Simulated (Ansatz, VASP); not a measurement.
**Cu2Te in two plane-wave programs**

One calculation is typed for both programs; each brings its own data sets. How far apart do they land? The cell is generated by rule, not measured, and may not be a known phase. The cell is taken from a series of runs on this material, whose earlier steps may have relaxed, scaled, displaced or heated it; both programs get it as it stands.

Method: plane waves, with VASP 6.6.1 beside it; single point at PBEsol, in Ansatz 0.2.0.

The structure was built from a prototype and need not be the compound's stable phase.

## 1. The starting structure

It takes space group R-3m (No. 166, trigonal). The conventional cell has a = 7.845 Å, b = 7.845 Å, c = 19.217 Å, α = 90.00°, β = 90.00°, γ = 120.00°. Te has 4 Cu at 2.41 to 2.42 Å nearest. Te has 4 Cu at 2.39 to 2.42 Å nearest. Cu has 2 Te at 2.42 Å nearest. Nearest to Cu lie 2 Te at 2.39 to 2.41 Å. Farther neighbours and most contacts between anions are not listed.

## 2. VASP: single point, PBEsol, pair 1

With cell and atoms fixed, the geometry can't cause a difference; cores, projectors, grids and the points listed under the comparison can.

Lines of VASP's logs that name or quote its potential files are left out, and so is its time.

The input, INCAR:

```
SYSTEM = Cu2Te
PREC = Accurate
ENCUT = 600
EDIFF = 1E-06
NELM = 120
ISMEAR = 0
SIGMA = 0.02
LREAL = .FALSE.
ALGO = Normal
GGA = PS
NBANDS = 69
LASPH = .TRUE.
LORBIT = 11
LWAVE = .FALSE.
LCHARG = .FALSE.
ISIF = 2
GGA_COMPAT = .FALSE.
EFERMI = MIDGAP
KPAR = 2
```

The input, POSCAR:

```
Cu2Te
1.0
    5.5475960802      5.5475960802      0.0000000000
    5.5475960802      0.0000000000      5.5475960802
    5.5475960802      0.0000000000     -5.5475960802
Te Cu
4 8
Direct
    0.0182650856      0.9908674571      0.0091325429
    0.9817349142      0.5091325429      0.4908674571
    0.5182650856      0.2408674571      0.7591325429
    0.4817349142      0.7591325429      0.2408674571
    0.2886656693      0.0950426451      0.9049573549
    0.2113343305      0.6549573549      0.3450426451
    0.7674166288      0.1162916855      0.8837083145
    0.7325833710      0.6337083145      0.3662916855
    0.2886656693      0.6162916855      0.9049573549
    0.2113343305      0.1337083145      0.3450426451
    0.8099147097      0.0950426451      0.3837083145
    0.6900852901      0.6549573549      0.8662916855
```

The input, KPOINTS:

```
Automatic mesh
0
Gamma
4 4 4
0 0 0
```

Potentials, in the order of the species: Te and Cu (PBE family, release 64).

Launch:

```bash
> mpirun -np 2 vasp_std
```

Numbers of over 12 decimals in the logs are rounded to 6 here.

Log:

```text
[banner, memory and clock lines left out]
running    2 mpi-ranks, on    1 nodes
 distrk:  each k-point on    1 cores,    2 groups
 distr:  one band on    1 cores,    1 groups

 POSCAR found type information on POSCAR TeCu
 POSCAR found :  2 types and      12 ions
|                                                                             |
|               ----> ADVICE to this user running VASP <----                  |
|                                                                             |
|     You enforced a specific xc type in the INCAR file but a different       |
|     [... a line on the potential file left out ...]
|     I HOPE YOU KNOW WHAT YOU ARE DOING!                                     |
|                                                                             |

 LDA part: xc-table for (Slater+PW92), standard interpolation
 POSCAR, INCAR and KPOINTS ok, starting setup
 FFT: planning ... GRIDC
 FFT: planning ... GRID_SOFT
 FFT: planning ... GRID
 WAVECAR not read
 entering main loop
       N       E                     dE             d eps       ncg     rms          rms(c)
DAV:   1     0.998637868116E+03    0.99864E+03   -0.48329E+04  1794   0.205E+03
DAV:   2     0.866230618542E+02   -0.91201E+03   -0.88584E+03  1794   0.430E+02
DAV:   3    -0.386418801488E+02   -0.12526E+03   -0.11504E+03  2152   0.198E+02
DAV:   4    -0.477882345461E+02   -0.91464E+01   -0.89769E+01  2820   0.574E+01
DAV:   5    -0.479595569141E+02   -0.17132E+00   -0.17097E+00  2820   0.100E+01    0.180E+01
DAV:   6    -0.472991838520E+02    0.66037E+00   -0.80335E+01  2548   0.111E+02    0.123E+01
DAV:   7    -0.437988081760E+02    0.35004E+01   -0.17635E+01  2154   0.634E+01    0.511E+00
DAV:   8    -0.438777219752E+02   -0.78914E-01   -0.20090E+00  2708   0.135E+01    0.301E+00
DAV:   9    -0.438452301346E+02    0.32492E-01   -0.30359E-01  2212   0.169E+01    0.110E+00
DAV:  10    -0.438252947186E+02    0.19935E-01   -0.97175E-02  2420   0.969E+00    0.385E-01
DAV:  11    -0.438271272603E+02   -0.18325E-02   -0.35752E-02  2764   0.298E+00    0.173E-01
DAV:  12    -0.438280643358E+02   -0.93708E-03   -0.12181E-02  2276   0.325E+00    0.153E-01
DAV:  13    -0.438277871472E+02    0.27719E-03   -0.38590E-03  2204   0.224E+00    0.351E-02
DAV:  14    -0.438278826232E+02   -0.95476E-04   -0.11803E-03  2268   0.374E-01    0.265E-02
DAV:  15    -0.438278903849E+02   -0.77616E-05   -0.94719E-05  2308   0.124E-01    0.256E-02
DAV:  16    -0.438278817126E+02    0.86723E-05   -0.35292E-05  2236   0.239E-01    0.831E-03
DAV:  17    -0.438278844490E+02   -0.27364E-05   -0.34907E-05  2780   0.102E-01    0.669E-03
DAV:  18    -0.438278839877E+02    0.46127E-06   -0.37774E-06  1743   0.445E-02
   1 F= -.43827884E+02 E0= -.43827884E+02  d E =0.000000E+00
```

OUTCAR, selected parts (step 2):

```text
ion  position               nearest neighbor table
   1  0.018  0.991  0.009-   7 2.41  11 2.42   9 2.42   5 2.42
   2  0.982  0.509  0.491-   8 2.39   6 2.42  10 2.42  12 2.42
   3  0.518  0.241  0.759-   7 2.39   5 2.42   9 2.42  11 2.42
   4  0.482  0.759  0.241-   8 2.41  10 2.42  12 2.42   6 2.42
   5  0.289  0.095  0.905-   1 2.42   3 2.42
   6  0.211  0.655  0.345-   4 2.42   2 2.42
   7  0.767  0.116  0.884-   3 2.39   1 2.41
   8  0.733  0.634  0.366-   2 2.39   4 2.41
   9  0.289  0.616  0.905-   1 2.42   3 2.42
  10  0.211  0.134  0.345-   4 2.42   2 2.42
  11  0.810  0.095  0.384-   1 2.42   3 2.42
  12  0.690  0.655  0.866-   4 2.42   2 2.42

  LATTYP: Found a face centered cubic cell.
 ALAT       =    11.0951921604

 Subroutine GETGRP returns: Found 12 space group operations
 (whereof  6 operations were pure point group operations)

The static configuration has the point symmetry C_3v.
 The point group associated with its full space group is D_3d.

 Found     13 irreducible k-points:

   k-points           NKPTS =     13   k-points in BZ     NKDIM =     13   number of bands    NBANDS=     69

   dimension x,y,z NGX =    64 NGY =   64 NGZ =   64
   dimension x,y,z NGXF=   128 NGYF=  128 NGZF=  128

   ENCUT  =  600.0 eV  44.10 Ry    6.64 a.u.  15.67 15.67 15.67*2*pi/ulx,y,z

   NELECT =     112.0000    total number of electrons

 k-points in reciprocal lattice and weights: Automatic mesh
   0.00000000  0.00000000  0.00000000       0.016
   0.25000000  0.00000000  0.00000000       0.094
   0.50000000  0.00000000  0.00000000       0.047
   0.00000000  0.25000000  0.00000000       0.094
  -0.25000000  0.00000000 -0.25000000       0.031
   0.50000000  0.25000000  0.00000000       0.188
   0.50000000  0.00000000  0.25000000       0.094
  -0.25000000  0.50000000  0.25000000       0.094
   0.00000000  0.50000000  0.00000000       0.047
   0.50000000  0.00000000  0.50000000       0.016
   0.25000000  0.50000000  0.00000000       0.094
   0.25000000  0.00000000  0.50000000       0.094
  -0.25000000  0.25000000  0.25000000       0.094

 average (electrostatic) potential at core
       1 -91.3333       2 -91.3202       3 -91.3202       4 -91.3333       5 -67.5216
       6 -67.5216       7 -67.4549       8 -67.4549       9 -67.5216      10 -67.5216
      11 -67.5216      12 -67.5216

 E-fermi :   2.9499

 k-point     1 :       0.0000    0.0000    0.0000
  band No.  band energies     occupation
    ...
     52       1.4087      2.00000
     53       1.5466      2.00000
     54       1.6781      2.00000
     55       1.7587      2.00000
     56       1.7587      2.00000
     57       3.8437      0.00000
     58       3.8437      0.00000
     59       3.8575      0.00000
     60       5.9790      0.00000
     61       6.0173      0.00000
    ...

 k-point     2 :       0.2500    0.0000    0.0000
  band No.  band energies     occupation
    ...
     52       1.4824      2.00000
     53       1.5342      2.00000
     54       1.7160      2.00000
     55       1.7647      2.00000
     56       1.7766      2.00000
     57       4.1771      0.00000
     58       4.4808      0.00000
     59       4.7260      0.00000
     60       4.8963      0.00000
     61       5.6877      0.00000
    ...

 k-point     3 :       0.5000    0.0000    0.0000
  band No.  band energies     occupation
    ...
     52       1.6918      2.00000
     53       1.7531      2.00000
     54       1.7956      2.00000
     55       1.9306      2.00000
     56       1.9567      2.00000
     57       4.0571      0.00000
     58       4.1355      0.00000
     59       4.8403      0.00000
     60       5.1790      0.00000
     61       5.2696      0.00000
    ...

  Total       -1.0460524     -1.0460524     -1.0460524      0.0146247     -0.0146247     -0.0146247
  in kB       -4.9081694     -4.9081694     -4.9081694      0.0686206     -0.0686206     -0.0686206
  external PRESSURE =      -4.9081694 kB  Pullay stress =       0.0000000 kB

  energy-cutoff  :      600.00
  volume of cell :      341.46
      direct lattice vectors                 reciprocal lattice vectors
     5.547596080  5.547596080  0.000000000     0.000000000  0.180258257  0.000000000
     5.547596080  0.000000000  5.547596080     0.090129129 -0.090129129  0.090129129
     5.547596080  0.000000000 -5.547596080     0.090129129 -0.090129129 -0.090129129

 POSITION                                       TOTAL-FORCE (eV/Angst)
 -----------------------------------------------------------------------------------
      5.64892      0.10133      5.44627         0.092501      0.092501     -0.092501
     10.99386      5.44627      0.10133        -0.007794     -0.007794      0.007794
      8.42272      2.87513     -2.87513         0.007794      0.007794     -0.007794
      8.22007      2.67247      2.87513        -0.092501     -0.092501      0.092501
      7.14900      1.60140     -4.49308         0.085758      0.085758     -0.171400
      6.71999      1.17240      1.71928        -0.085758     -0.085758      0.171400
      9.80491      4.25732     -4.25732         0.035939      0.035939     -0.035939
      9.61167      4.06408      1.48352        -0.035939     -0.035939      0.035939
     10.04068      1.60140     -1.60140         0.171400      0.085758     -0.085758
      3.82831      1.17240     -1.17240        -0.171400     -0.085758      0.085758
      7.14900      4.49308     -1.60140         0.085758      0.171400     -0.085758
     12.26759      3.82831     -1.17240        -0.085758     -0.171400      0.085758
 -----------------------------------------------------------------------------------
    total drift:                                0.000000     -0.000000      0.000000

  FREE ENERGIE OF THE ION-ELECTRON SYSTEM (eV)
  ---------------------------------------------------
  free  energy   TOTEN  =       -43.8278839877 eV

  energy  without entropy=      -43.8278839877  energy(sigma->0) =      -43.82788399

 total charge
# of ion       s       p       d       tot
------------------------------------------
    1        1.326   2.108   0.065   3.499
    2        1.326   2.109   0.065   3.500
    3        1.326   2.109   0.065   3.500
    4        1.326   2.108   0.065   3.499
    5        0.433   0.234   9.280   9.948
    6        0.433   0.234   9.280   9.948
    7        0.442   0.231   9.290   9.963
    8        0.442   0.231   9.290   9.963
    9        0.433   0.234   9.280   9.948
   10        0.433   0.234   9.280   9.948
   11        0.433   0.234   9.280   9.948
   12        0.433   0.234   9.280   9.948
--------------------------------------------------
tot          8.789  10.303  74.519  93.611

[... 3 further parts left out ...]
```

This run has no spin polarisation, so a moment on Cu, if there is one, isn't seen.

## 3. Ansatz: single point, PBEsol, pair 1

Ansatz runs on its default PAW (the set named soft_2) files.

The same cell, functional, mesh and smearing now go to Ansatz, which takes its cutoff from its data sets.

The input, input.yaml:

```yaml
crystal:
  lattice:
    - [5.5475960802, 5.5475960802, 0.0]
    - [5.5475960802, 0.0, 5.5475960802]
    - [5.5475960802, 0.0, -5.5475960802]
  atoms:
    - { symbol: Te, position: [0.0182650857, -0.0091325429, 0.0091325429] }
    - { symbol: Te, position: [-0.0182650857, 0.5091325429, 0.4908674571] }
    - { symbol: Te, position: [0.5182650857, 0.2408674571, 0.7591325429] }
    - { symbol: Te, position: [0.4817349143, 0.7591325429, 0.2408674571] }
    - { symbol: Cu, position: [0.2886656694, 0.0950426451, 0.9049573549] }
    - { symbol: Cu, position: [0.2113343306, 0.6549573549, 0.3450426451] }
    - { symbol: Cu, position: [0.7674166289, 0.1162916855, 0.8837083145] }
    - { symbol: Cu, position: [0.7325833711, 0.6337083145, 0.3662916855] }
    - { symbol: Cu, position: [0.2886656694, 0.6162916855, 0.9049573549] }
    - { symbol: Cu, position: [0.2113343306, 0.1337083145, 0.3450426451] }
    - { symbol: Cu, position: [0.8099147099, 0.0950426451, 0.3837083145] }
    - { symbol: Cu, position: [0.6900852901, 0.6549573549, 0.8662916855] }
kpoints:
  mp_grid: { grid: [4, 4, 4] }
hamiltonian:
  xc: pbesol
scf:
  occupations: { method: gaussian, width: 0.02 }
output:
  forces: true
  stress: true
  eigenvalues: true
```

Launch:

```bash
> ansatz run input.yaml --threads 8 --pin off --max-ram 14336MiB --backend cpu --events-out ev --progress --plain --runs-dir out
```

Log:

```text
Engine: ansatz 0.2.0, aarch64-unknown-linux-gnu
Pseudopotentials: kind: paw
Pseudopotential: Te, paw, valence charge 16, recommended cutoff 420 eV (normal), Te.paw.azcp
Pseudopotential: Cu, paw, valence charge 19, recommended cutoff 420 eV (normal), Cu.paw.azcp
Functional definition: PBEsol
  exchange = pbesol_x
  correlation = pbesol_c
Crystal: 12 atoms, lattice volume = 341.464 Å³
Basis set: ecut = 420 eV, 6615 PW (Γ), exchange–correlation on 108×108×108 points (8 copies of the dense FFT grid, shifted against one another)
Bands: 130, of which v1, the nominal top of the filled ones, is band 108 counted from 1 (107 counted from 0)
Symmetry: 12 space group operations
Space group: R-3m (ITA 166), of the structure as read, at distance tolerance 7.0e-5 Å
k-points: 13 of 64
Non-local potential: Te, projectors of the file, l = 0: 2, l = 1: 2, l = 2: 2, l = 3: 2
Non-local potential: Cu, projectors of the file, l = 0: 3, l = 1: 2, l = 2: 3, l = 3: 1
PAW form: soft (Blöchl's): semilocal exchange-correlation on the pseudo side does not see the compensation charge
PAW frozen core: Te, regenerated for the run's functional, and the local potential with it (the file was generated under x = pbe(κ = 0.804, μ = 0.219515), c = pbe(β = 0.066725))
PAW frozen core: Cu, regenerated for the run's functional, and the local potential with it (the file was generated under x = pbe(κ = 0.804, μ = 0.219515), c = pbe(β = 0.066725))
PAW one-centre angular grid: Te, 590 points (default); XC on 64 Gauss nodes
PAW one-centre angular grid: Cu, 590 points (default); XC on 64 Gauss nodes
Initial density: superposition of atomic densities (neutral atoms: chi_scale 0, normalization atom), corrected by the library's trained network
Initial wavefunctions: pseudopotential atomic-orbital guess
Functional: x = pbesol(κ = 0.804, μ = 0.123457), c = pbesol(β = 0.046)
SCF iter   1: F=—  HF=-80311.285912 eV  |F-HF|=—  |Δ(HF+E_count)|=         —  Δρ=7.83e-3  dr2=1.30e-1  ethr=1.77e-3  ⟨swp⟩=6.1  Hψ=6579  notcnv=0  defer=46
preconditioner: auto → Resta (q_TF=auto, 2.528 Å⁻¹)  ε∞=9.2  [insulator: Δε(μ)=1.706 eV  Ē_g=7.416 eV  σ=0.020 eV  W_gap=1.00  n_scr=88 (ndim 8)  ℏωp=21.3 eV  f_vac=0.244  D(μ)=0.00/eV (n_scr^D=0)  ε∞_Penn≈9.2]
SCF iter   2: F=—  HF=-80311.280502 eV  |F-HF|=—  |Δ(HF+E_count)|=   5.41e-3  Δρ=6.39e-3  dr2=9.05e-2  ethr=6.02e-5  ⟨swp⟩=2.0  Hψ=3322  notcnv=0  defer=214
SCF iter   3: F=—  HF=-80311.256670 eV  |F-HF|=—  |Δ(HF+E_count)|=   2.38e-2  Δρ=1.47e-3  dr2=1.07e-2  ethr=4.19e-5  ⟨swp⟩=2.0  Hψ=2224  notcnv=0  defer=149
automatic band count: iteration 3 solves 125 bands in place of 130: the levels show a gap, and the empty bands left out lie too high to hold charge; the band table lists the bands solved (type scf.n_extra_bands for more)
SCF iter   4: F=—  HF=-80311.255555 eV  |F-HF|=—  |Δ(HF+E_count)|=   1.12e-3  Δρ=3.46e-4  dr2=9.08e-4  ethr=4.96e-6  ⟨swp⟩=2.0  Hψ=2276  notcnv=0  defer=149
SCF iter   5: F=—  HF=-80311.255974 eV  |F-HF|=—  |Δ(HF+E_count)|=   4.19e-4  Δρ=4.30e-4  dr2=4.65e-4  ethr=4.20e-7  ⟨swp⟩=2.0  Hψ=2199  notcnv=0  defer=149
SCF iter   6: F=—  HF=-80311.256000 eV  |F-HF|=—  |Δ(HF+E_count)|=   2.61e-5  Δρ=3.11e-4  dr2=2.39e-4  ethr=2.15e-7  ⟨swp⟩=2.0  Hψ=2802  notcnv=0  defer=149
SCF iter   7: F=—  HF=-80311.255986 eV  |F-HF|=—  |Δ(HF+E_count)|=   1.38e-5  Δρ=1.33e-4  dr2=5.26e-5  ethr=1.11e-7  ⟨swp⟩=2.0  Hψ=1994  notcnv=0  defer=149
SCF iter   8: F=—  HF=-80311.255933 eV  |F-HF|=—  |Δ(HF+E_count)|=   5.28e-5  Δρ=3.53e-5  dr2=5.29e-6  ethr=2.44e-8  ⟨swp⟩=2.0  Hψ=2152  notcnv=0  defer=149
SCF iter   9: F=—  HF=-80311.255935 eV  |F-HF|=—  |Δ(HF+E_count)|=   1.98e-6  Δρ=8.15e-6  dr2=3.09e-7  ethr=2.45e-9  ⟨swp⟩=2.0  Hψ=2202  notcnv=0  defer=149
SCF iter  10: F=-80311.255935 eV  HF=-80311.255935 eV  |F-HF|=1.35e-8  |Δ(HF+E_count)|=   1.21e-7  Δρ=2.98e-6  dr2=5.08e-8  ethr=4.63e-11  ⟨swp⟩=10.0  Hψ=6902  notcnv=0
SCF 1 converged in 10 iterations: F = -80311.255935 eV  dr2 = 5.08e-8
  greatest PAW one-centre occupation: 1.000 electrons in one spin orbital (limit 2), on the Cu atom at site 7 (counted from 0), in its partial waves of l = 0
SCF converged after 10 iterations
Free energy (F): -80311.255935 eV
Harris-Foulkes:  -80311.255935 eV  (|F-HF|=1.35e-8)
Internal energy: -80311.255935 eV  (E = F + TS)
E sigma→0 (E₀):  -80311.255935 eV
Fermi energy:    6.592895 eV
--- Per-component energies (eV) ---
  E_band       = -5511.207798
  E_kinetic    = 3129.204500
  E_local      = -53923.084478  (includes V_loc(G=0)·N_el)
  E_nonlocal   = 1983.005093
  E_hartree    = 24934.624827
  E_xc         = -1186.249875
  E_vxc        = -1314.005156  (∫ρ·V_xc dr)
  E_paw        = -31425.402408  (= ΣΔE_a)
  E_vpaw       = -5255.562537  (= ΣTr[D̂ρ^β])
  E_aug_tail   = 0.001306  (compensation charges beyond the density's cutoff)
  E_ewald      = -23826.503779
  E_core_change = 3.148878  (= ΣΔE_core)
  E_smearing   = -0.000000  (= −TS)
  E_closure    = 0.000000  (closes the sum)
  Σ components = -80311.255935   (vs F -80311.255935, Δ=0.00e0)
--- Forces (eV/Å), atoms counted from 1 ---
  atom   1  Te     0.09649524     0.09649524    -0.09649524
  atom   2  Te    -0.01169369    -0.01169369     0.01169369
  atom   3  Te     0.01169369     0.01169369    -0.01169369
  atom   4  Te    -0.09649524    -0.09649524     0.09649524
  atom   5  Cu     0.08605626     0.08605626    -0.17331854
  atom   6  Cu    -0.08605626    -0.08605626     0.17331854
  atom   7  Cu     0.03600781     0.03600781    -0.03600781
  atom   8  Cu    -0.03600781    -0.03600781     0.03600781
  atom   9  Cu     0.17331854     0.08605626    -0.08605626
  atom  10  Cu    -0.17331854    -0.08605626     0.08605626
  atom  11  Cu     0.08605626     0.17331854    -0.08605626
  atom  12  Cu    -0.08605626    -0.17331854     0.08605626
  max |Σ_I F_I| component: 4.16e-17 eV/Å
--- Stress (GPa, compression-positive) ---
       -0.611766       0.004080      -0.004080
        0.004080      -0.611766      -0.004080
       -0.004080      -0.004080      -0.611766
  P = ⅓ Tr σ = -0.6118 GPa (-6.118 kbar)
--- Band table (eV; the first three rows and the last of 13) ---
  k-point 0: bands = [... 104 lower, 5.1986, 5.3286, 5.4105, 5.4105, 7.4813, 7.4813, 7.4953, 9.6135, ... 13 higher]
  k-point 1: bands = [... 104 lower, 5.1395, 5.2870, 5.4298, 5.4833, 7.8785, 8.0368, 8.1299, 8.7188, ... 13 higher]
  k-point 2: bands = [... 104 lower, 5.0856, 5.2809, 5.6698, 5.7044, 8.3409, 8.4694, 8.8343, 8.9819, ... 13 higher]
  k-point 12: bands = [... 104 lower, 5.2682, 5.2682, 5.3787, 5.4653, 7.9224, 8.8496, 8.8496, 9.0854, ... 13 higher]
```

The column dr2 measures how far the density is from self-consistency, as an energy; F and HF (Harris–Foulkes) agree once it is small.

The run ends at a pressure of -0.61 GPa, with forces up to 0.21 eV/Å.

## 4. Side by side

Known differences besides the potentials themselves: the data sets hold 216 valence electrons in Ansatz (on its default PAW (the set named soft_2) files) and 112 in VASP; the cutoff is 420 eV in Ansatz and 600 eV in VASP; Ansatz makes its cores anew for this functional, VASP keeps those of its PBE data sets. Total energies have different zeros and are not compared.

Both answers:

```tsv
quantity	Ansatz	VASP	difference
pressure (GPa)	-0.61	-0.49	-0.12
gap on the k mesh (eV)	1.777	1.788	-0.011
```

Forces on 9 of the 12 atoms, those with the largest forces and the largest differences (eV/Å; atoms numbered as in POSCAR):

```tsv
atom	Ansatz x, y, z	VASP x, y, z
Te1	0.096, 0.096, -0.096	0.093, 0.093, -0.093
Te2	-0.012, -0.012, 0.012	-0.008, -0.008, 0.008
Te4	-0.096, -0.096, 0.096	-0.093, -0.093, 0.093
Cu5	0.086, 0.086, -0.173	0.086, 0.086, -0.171
Cu6	-0.086, -0.086, 0.173	-0.086, -0.086, 0.171
Cu9	0.173, 0.086, -0.086	0.171, 0.086, -0.086
Cu10	-0.173, -0.086, 0.086	-0.171, -0.086, 0.086
Cu11	0.086, 0.173, -0.086	0.086, 0.171, -0.086
Cu12	-0.086, -0.173, 0.086	-0.086, -0.171, 0.086
```

The forces differ by 2.4 meV/Å r.m.s., which is 2.6 % of the r.m.s. force of 0.095 eV/Å (both taken over all components). A gap on the mesh is an upper bound, since the band edges may lie between its points.

(Part 1 of 2 ends here.)

[Lines on the potential files, build, host, timing and source positions are cut from VASP's logs without a mark.]

[Logs are printed without paths, hosts, clocks, repeated set-up lines and the standing remarks that a program may print on its own settings, such as how far it seeks lower states.]

[Hosts, paths, dates, database ids (printed as entryN), source tags and the programs' standing remarks are cut or masked in the printed files.]
